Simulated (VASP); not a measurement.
# Converging a slab model of Ta(111)

Wanted: the error that each setting leaves in the work function or ionisation potential of Ta(111).

Calculated with VASP 6.6.1; PBE; plane waves and PAW (Ta), in the first sound run; inputs show where later runs differ.

This is a report of a sequence of runs, with most program output left out.

## (1) Set-up

The cell holds 11 atoms: 11 Ta. Cell: a = 4.681 Å, b = 4.681 Å, c = 27.555 Å, α = 90.0°, β = 90.0°, γ = 60.0°. Vacuum lies along c.

## (2) The base run

The base run sets the number that all others are held against.

File INCAR:

```
SYSTEM = Ta
PREC = Normal
ENCUT = 350
EDIFF = 1E-06
NELM = 120
ISMEAR = 1
SIGMA = 0.1
LREAL = .FALSE.
ALGO = Normal
GGA = PE
NBANDS = 38
LASPH = .TRUE.
LORBIT = 11
LWAVE = .FALSE.
LCHARG = .FALSE.
KPAR = 4
IDIPOL = 3
LDIPOL = .TRUE.
DIPOL = 0.5 0.5 0.5
LVHAR = .TRUE.
LVACPOTAV = .TRUE.
NEDOS = 1500
```

File POSCAR:

```
Ta
1.0
    4.6810468915      0.0000000000      0.0000000000
    2.3405234457      4.0539055243      0.0000000000
    0.0000000000      0.0000000000     27.5551469551
Ta
11
Direct
    0.6666666667      0.6666666667      0.3266177464
    0.0000000000      0.0000000000      0.3612941971
    0.3333333333      0.3333333333      0.3959706478
    0.6666666667      0.6666666667      0.4306470986
    0.0000000000      0.0000000000      0.4653235493
    0.3333333333      0.3333333333      0.5000000000
    0.6666666667      0.6666666667      0.5346764507
    0.0000000000      0.0000000000      0.5693529014
    0.3333333333      0.3333333333      0.6040293522
    0.6666666667      0.6666666667      0.6387058029
    0.0000000000      0.0000000000      0.6733822536
```

File KPOINTS:

```
Automatic mesh
0
Gamma
6 6 1
0 0 0
```

Potentials, in the order of the species: Ta (PBE family, release 64).

The run is started by

```sh
> mpirun -np 4 vasp_std
```

Run time: 98 s. Hardware: 4 MPI ranks of Intel Xeon Platinum 8488C (Sapphire Rapids), shared host; peak memory 1.1 GiB; 6.5 min of CPU time.

This run has no spin polarisation. Its electron count is odd, so without a moment it is a metal by construction. The data set Ta keeps the semicore shell frozen, which is cheaper and a little less accurate.

This step gave:

```
electronic cycles                               : 34
electrons                                       : 55
free energy (TOTEN)                             : -123.0809 eV
energy at zero smearing                         : -123.0782 eV
Fermi energy                                    : 0.1253 eV
labelled metallic, from the levels on this mesh : yes
dipole moment                                   : 0, 0, 0 e·Å
vacuum levels                                   : 3.601, 3.601 eV
work functions of the upper and lower face      : 3.476, 3.476 eV
highest filled level below the vacuum           : 3.476 eV
```

Zero at the Fermi level. The planar average of the electrostatic potential by height:

height (Å), planar average of the electrostatic potential (eV) and a bar from the least value:
```
        0       3.48 ##############################
        1       3.48 ##############################
        2       3.48 ##############################
        3       3.48 ##############################
        4       3.48 ##############################
        5       3.47 ##############################
        6       3.45 ##############################
        7       3.21 #############################
        8       1.05 ######################
        9      -4.09 #####
       10      -5.73 
       11      -5.78 
       12      -5.69 
       13      -5.69 
       14      -5.67 
       15      -5.67 
       16      -5.75 
       17      -5.70 
       18      -5.65 
       19      -1.77 #############
       20       2.56 ###########################
       21       3.38 ##############################
       22       3.47 ##############################
       23       3.48 ##############################
       24       3.48 ##############################
       25       3.48 ##############################
       26       3.48 ##############################
       27       3.48 ##############################
```

Density of states in the PAW spheres, an atom over height of the layer and energy from the Fermi level.

Ten even steps from '0' (0.00 states/eV) to '9' (2.18 states/eV), each cell a mean:
```
73333433337
97465456479
87567576578
77656665677
57668886675
56655655665
22221112222
22222222222
33444444433
23443334432
22333333322
01223332210
01112221110
00011111000
00000000000
00000000000
00000000000
00000000000
00000000000
00000000000
00000000000
00000000000
```
Columns: height of the layer (Å) from 9 to 18.6 (not evenly spaced); rows upwards: energy from the Fermi level (eV) from -7.9 to 0.5.

Force by atom:

```csv
atom,x (eV/Å),y (eV/Å),z (eV/Å),size
Ta1,0.00,0.00,2.20,2.20
Ta2,0.00,0.00,0.21,0.21
Ta3,0.00,0.00,-1.11,1.11
Ta4,0.00,0.00,-0.80,0.80
Ta5,0.00,0.00,-0.56,0.56
Ta6,0.00,0.00,0.00,0.00
Ta7,0.00,0.00,0.56,0.56
Ta8,0.00,0.00,0.80,0.80
Ta9,0.00,0.00,1.11,1.11
Ta10,0.00,0.00,-0.21,0.21
Ta11,0.00,0.00,-2.20,2.20
```

The highest filled level lies 3.48 eV below the vacuum at the upper face.

Only the dipole across the slab is computed (IDIPOL = 3); zeros along the plane are no results.

The map of layer states is cut here 0.5 eV above the Fermi level, so it leaves out the states above that.

## (3) Another mesh, mesh points along a 3, k-mesh 3×3×1

The mesh decides how well the Fermi level or the band edge is found.

Edit INCAR of step 2 so:

```diff
@@ -15,3 +15,3 @@
 LCHARG = .FALSE.
-KPAR = 4
+NCORE = 4
 IDIPOL = 3
@@ -21,2 +21 @@
 LVACPOTAV = .TRUE.
-NEDOS = 1500
```

POSCAR is that of step 2.

File KPOINTS:

```
Automatic mesh
0
Gamma
3 3 1
0 0 0
```

The run is started by

```sh
> mpirun -np 4 vasp_std
```

It took 43 s on 4 MPI ranks; peak memory 0.61 GiB; 2.8 min of CPU time.

This step gave:

- electronic cycles: 36
- free energy (TOTEN): -123.0193 eV
- energy at zero smearing: -123.0155 eV
- Fermi energy: 0.1288 eV
- vacuum levels: 3.641, 3.641 eV
- work functions of the upper and lower face: 3.512, 3.512 eV
- highest filled level below the vacuum: 3.512 eV

Force by atom:

```csv
atom,x (eV/Å),y (eV/Å),z (eV/Å),size
Ta1,0.00,0.00,2.20,2.20
Ta2,0.00,0.00,-0.03,0.03
Ta3,0.00,0.00,-1.02,1.02
Ta4,0.00,0.00,-0.40,0.40
Ta5,0.00,0.00,-0.47,0.47
Ta6,0.00,0.00,0.00,0.00
Ta7,0.00,0.00,0.47,0.47
Ta8,0.00,0.00,0.40,0.40
Ta9,0.00,0.00,1.02,1.02
Ta10,0.00,0.00,0.03,0.03
Ta11,0.00,0.00,-2.20,2.20
```

Against the base run its depth below the vacuum changes by +0.04 eV and the energy by +5.7 meV an atom.

## (4) Another mesh, mesh points along a 3, k-mesh 3×3×1 (run 2)

INCAR is that of step 3.

POSCAR is that of step 3.

KPOINTS is that of step 3.

The run is started by

```sh
> mpirun -np 4 vasp_std
```

Wall time 44 s (4 MPI ranks); peak memory 0.6 GiB; 2.9 min of CPU time.

Against the base run its depth below the vacuum changes by +0.04 eV and the energy by +5.7 meV an atom.

## (5) Another mesh, mesh points along a 9, k-mesh 9×9×1

Edit INCAR of step 4 so:

```diff
@@ -15,3 +15,3 @@
 LCHARG = .FALSE.
-NCORE = 4
+KPAR = 4
 IDIPOL = 3
```

POSCAR is that of step 4.

File KPOINTS:

```
Automatic mesh
0
Gamma
9 9 1
0 0 0
```

The run is started by

```sh
> mpirun -np 4 vasp_std
```

It took 1.9 min on 4 MPI ranks; peak memory 1.3 GiB; 7.6 min of CPU time.

Against the base run its depth below the vacuum changes by -0.04 eV and the energy by -3.2 meV an atom.

## (6) Side by side

Times are for 4 MPI ranks of Intel Xeon Platinum 8488C (Sapphire Rapids), shared host. Results by setting:

```csv
no.,mesh points along a,highest filled level below the vacuum (eV),energy at zero smearing less the lowest (eV),time,memory (GiB)
1,3,3.512,0.09754,43 s,0.61
2,3,3.512,0.09754,44 s,0.6
3,9,3.433,0,1.9 min,1.3
```

## (7) Another vacuum, vacuum width 5

Too little vacuum lets the faces of neighbouring images overlap, and too much only costs plane waves.

INCAR is that of step 5.

File POSCAR:

```
Ta
1.0
    4.6810468915      0.0000000000      0.0000000000
    2.3405234457      4.0539055243      0.0000000000
    0.0000000000      0.0000000000     14.5551469551
Ta
11
Direct
    0.6666666667      0.6666666667      0.1717605468
    0.0000000000      0.0000000000      0.2374084375
    0.3333333333      0.3333333333      0.3030563281
    0.6666666667      0.6666666667      0.3687042187
    0.0000000000      0.0000000000      0.4343521094
    0.3333333333      0.3333333333      0.5000000000
    0.6666666667      0.6666666667      0.5656478906
    0.0000000000      0.0000000000      0.6312957813
    0.3333333333      0.3333333333      0.6969436719
    0.6666666667      0.6666666667      0.7625915625
    0.0000000000      0.0000000000      0.8282394532
```

File KPOINTS:

```
Automatic mesh
0
Gamma
6 6 1
0 0 0
```

The run is started by

```sh
> mpirun -np 4 vasp_std
```

The job ended after 30 s (4 MPI ranks; peak memory 0.83 GiB; 1.9 min of CPU time).

This step gave:

- electronic cycles: 21
- free energy (TOTEN): -123.2413 eV
- energy at zero smearing: -123.2401 eV
- Fermi energy: 3.252 eV

Force by atom:

```csv
atom,x (eV/Å),y (eV/Å),z (eV/Å),size
Ta1,0.00,0.00,2.04,2.04
Ta2,0.00,0.00,0.04,0.04
Ta3,0.00,0.00,-1.21,1.21
Ta4,0.00,0.00,-0.75,0.75
Ta5,0.00,0.00,-0.49,0.49
Ta6,0.00,0.00,0.00,0.00
Ta7,0.00,0.00,0.49,0.49
Ta8,0.00,0.00,0.75,0.75
Ta9,0.00,0.00,1.21,1.21
Ta10,0.00,0.00,-0.04,0.04
Ta11,0.00,0.00,-2.04,2.04
```

The program found no flat vacuum in this gap and printed no vacuum level, so no level below the vacuum can be given.

## (8) Another vacuum, vacuum width 8

INCAR is that of step 7.

File POSCAR:

```
Ta
1.0
    4.6810468915      0.0000000000      0.0000000000
    2.3405234457      4.0539055243      0.0000000000
    0.0000000000      0.0000000000     17.5551469551
Ta
11
Direct
    0.6666666667      0.6666666667      0.2278534045
    0.0000000000      0.0000000000      0.2822827236
    0.3333333333      0.3333333333      0.3367120427
    0.6666666667      0.6666666667      0.3911413618
    0.0000000000      0.0000000000      0.4455706809
    0.3333333333      0.3333333333      0.5000000000
    0.6666666667      0.6666666667      0.5544293191
    0.0000000000      0.0000000000      0.6088586382
    0.3333333333      0.3333333333      0.6632879573
    0.6666666667      0.6666666667      0.7177172764
    0.0000000000      0.0000000000      0.7721465955
```

KPOINTS is that of step 7.

The run is started by

```sh
> mpirun -np 4 vasp_std
```

The job ended after 39 s (4 MPI ranks; peak memory 0.9 GiB).

The program found no flat vacuum in this gap and printed no vacuum level, so no level below the vacuum can be given.

## (9) Another vacuum, vacuum width 24

INCAR is that of step 8.

File POSCAR:

```
Ta
1.0
    4.6810468915      0.0000000000      0.0000000000
    2.3405234457      4.0539055243      0.0000000000
    0.0000000000      0.0000000000     33.5551469551
Ta
11
Direct
    0.6666666667      0.6666666667      0.3576202487
    0.0000000000      0.0000000000      0.3860961990
    0.3333333333      0.3333333333      0.4145721492
    0.6666666667      0.6666666667      0.4430480995
    0.0000000000      0.0000000000      0.4715240497
    0.3333333333      0.3333333333      0.5000000000
    0.6666666667      0.6666666667      0.5284759503
    0.0000000000      0.0000000000      0.5569519005
    0.3333333333      0.3333333333      0.5854278508
    0.6666666667      0.6666666667      0.6139038010
    0.0000000000      0.0000000000      0.6423797513
```

KPOINTS is that of step 8.

The run is started by

```sh
> mpirun -np 4 vasp_std
```

It took 1.8 min on 4 MPI ranks; peak memory 1.3 GiB.

Against the base run its depth below the vacuum changes by -0.00 eV and the energy by -0.0 meV an atom.

## (10) Side by side

Times are for 4 MPI ranks of Intel Xeon Platinum 8488C (Sapphire Rapids), shared host. Results by setting:

```csv
no.,vacuum width,electronic cycles,eigenvalues first band,time,memory (GiB)
1,5,21,19,30 s,0.83
2,8,23,18,39 s,0.9
3,24,36,18,1.8 min,1.3
```

## (11) A lower cutoff, ENCUT 210

A lower cutoff is cheaper, and the test is whether a potential difference survives it better than the total energy.

Edit INCAR of step 9 so:

```diff
@@ -2,3 +2,3 @@
 PREC = Normal
-ENCUT = 350
+ENCUT = 210
 EDIFF = 1E-06
```

File POSCAR:

```
Ta
1.0
    4.6810468915      0.0000000000      0.0000000000
    2.3405234457      4.0539055243      0.0000000000
    0.0000000000      0.0000000000     27.5551469551
Ta
11
Direct
    0.6666666667      0.6666666667      0.3266177464
    0.0000000000      0.0000000000      0.3612941971
    0.3333333333      0.3333333333      0.3959706478
    0.6666666667      0.6666666667      0.4306470986
    0.0000000000      0.0000000000      0.4653235493
    0.3333333333      0.3333333333      0.5000000000
    0.6666666667      0.6666666667      0.5346764507
    0.0000000000      0.0000000000      0.5693529014
    0.3333333333      0.3333333333      0.6040293522
    0.6666666667      0.6666666667      0.6387058029
    0.0000000000      0.0000000000      0.6733822536
```

KPOINTS is that of step 9.

The run is started by

```sh
> mpirun -np 4 vasp_std
```

The job ended after 45 s (4 MPI ranks; peak memory 0.78 GiB).

Numbers from this step:

| Property | Result |
| --- | --- |
| electronic cycles | 33 |
| free energy (TOTEN) | -123.1180 eV |
| energy at zero smearing | -123.1153 eV |
| Fermi energy | 0.1231 eV |
| highest filled level below the vacuum | 3.484 eV |

Against the base run its depth below the vacuum changes by +0.01 eV and the energy by -3.4 meV an atom. The program printed no vacuum level, so the number is read from the planar average a third of the way across the gap.

## (12) A lower cutoff, ENCUT 280

Edit INCAR of step 11 so:

```diff
@@ -2,3 +2,3 @@
 PREC = Normal
-ENCUT = 210
+ENCUT = 280
 EDIFF = 1E-06
```

POSCAR is that of step 11.

KPOINTS is that of step 11.

The run is started by

```sh
> mpirun -np 4 vasp_std
```

Wall time 56 s (4 MPI ranks); peak memory 0.95 GiB; 3.7 min of CPU time.

This step gave:

```
electronic cycles                     : 36
free energy (TOTEN)                   : -123.0556 eV
energy at zero smearing               : -123.0530 eV
Fermi energy                          : 0.1258 eV
dipole moment                         : 0, 0, 3.00e-6 e·Å
vacuum levels                         : 3.601, 3.601 eV
highest filled level below the vacuum : 3.475 eV
```

Against the base run its depth below the vacuum changes by -0.00 eV and the energy by +2.3 meV an atom.

## (13) Another smearing width, SIGMA 0.02

The width trades sharpness at the Fermi level against the mesh needed.

Edit INCAR of step 12 so:

```diff
@@ -2,3 +2,3 @@
 PREC = Normal
-ENCUT = 280
+ENCUT = 350
 EDIFF = 1E-06
@@ -6,3 +6,3 @@
 ISMEAR = 1
-SIGMA = 0.1
+SIGMA = 0.02
 LREAL = .FALSE.
```

POSCAR is that of step 12.

KPOINTS is that of step 12.

The run is started by

```sh
> mpirun -np 4 vasp_std
```

Run time: 76 s. Hardware: 4 MPI ranks; peak memory 1.2 GiB; 5 min of CPU time.

Numbers from this step:

```
free energy (TOTEN)                        : -123.0761 eV
energy at zero smearing                    : -123.0757 eV
Fermi energy                               : 0.1326 eV
dipole moment                              : 0, 0, 0 e·Å
vacuum levels                              : 3.606, 3.606 eV
work functions of the upper and lower face : 3.473, 3.473 eV
highest filled level below the vacuum      : 3.473 eV
```

Against the base run its depth below the vacuum changes by -0.00 eV and the energy by +0.2 meV an atom.

## (14) Another smearing width, SIGMA 0.4

Edit INCAR of step 13 so:

```diff
@@ -6,3 +6,3 @@
 ISMEAR = 1
-SIGMA = 0.02
+SIGMA = 0.4
 LREAL = .FALSE.
```

POSCAR is that of step 13.

KPOINTS is that of step 13.

The run is started by

```sh
> mpirun -np 4 vasp_std
```

Run time: 76 s. Hardware: 4 MPI ranks; peak memory 1.2 GiB; 5 min of CPU time.

Numbers from this step:

- electronic cycles: 34
- free energy (TOTEN): -123.1244 eV
- energy at zero smearing: -123.1110 eV
- Fermi energy: 0.1199 eV
- vacuum levels: 3.613, 3.613 eV
- work functions of the upper and lower face: 3.493, 3.493 eV
- highest filled level below the vacuum: 3.493 eV

Against the base run its depth below the vacuum changes by +0.02 eV and the energy by -3.0 meV an atom.

## (15) The ladder

Times are for 4 MPI ranks of Intel Xeon Platinum 8488C (Sapphire Rapids), shared host. Results by setting:

```csv
no.,run,electronic cycles,cutoff used less the lowest (eV),highest filled level below the vacuum (eV),time,memory (GiB)
1,base run,34,140,3.476,98 s,1.1
2,series over the cutoff,33,0,3.484,45 s,0.78
3,series over the cutoff,36,70,3.475,56 s,0.95
4,series over the smearing,36,140,3.473,76 s,1.2
5,series over the smearing,34,140,3.493,76 s,1.2
```

## (16) Another level, functional LDA, disp none

This step: LDA; plane waves and PAW (Ta) (VASP 6.6.1).

Beside the numerical settings stands the choice of exchange and correlation.

Edit INCAR of step 14 so:

```diff
@@ -6,6 +6,6 @@
 ISMEAR = 1
-SIGMA = 0.4
+SIGMA = 0.1
 LREAL = .FALSE.
 ALGO = Normal
-GGA = PE
+GGA = CA
 NBANDS = 38
```

POSCAR is that of step 14.

KPOINTS is that of step 14.

The run is started by

```sh
> mpirun -np 4 vasp_std
```

Wall time 73 s (4 MPI ranks); peak memory 1 GiB; 4.8 min of CPU time.

The PAW data sets were made with PBE, though LDA sets exist; this is a small mismatch.

Numbers from this step:

```
electronic cycles                          : 35
free energy (TOTEN)                        : -133.1513 eV
energy at zero smearing                    : -133.1478 eV
Fermi energy                               : -0.1532 eV
vacuum levels                              : 3.6, 3.6 eV
work functions of the upper and lower face : 3.753, 3.753 eV
highest filled level below the vacuum      : 3.753 eV
```

(Continued in part 2 of 2.)

[Lines on the potential files, build, host, timing and source positions are cut from VASP's logs without a mark.]

[Logs are printed without paths, hosts, clocks, repeated set-up lines and the standing remarks that a program may print on its own settings, such as how far it seeks lower states.]

[Hosts, paths, dates, database ids (printed as entryN), source tags and the programs' standing remarks are cut or masked in the printed files.]

[In band tables of VASP the shares of atoms and orbitals are scaled to a sum of 1 inside the atoms' spheres.]

[Runs that stopped without an error message from VASP are left out.]
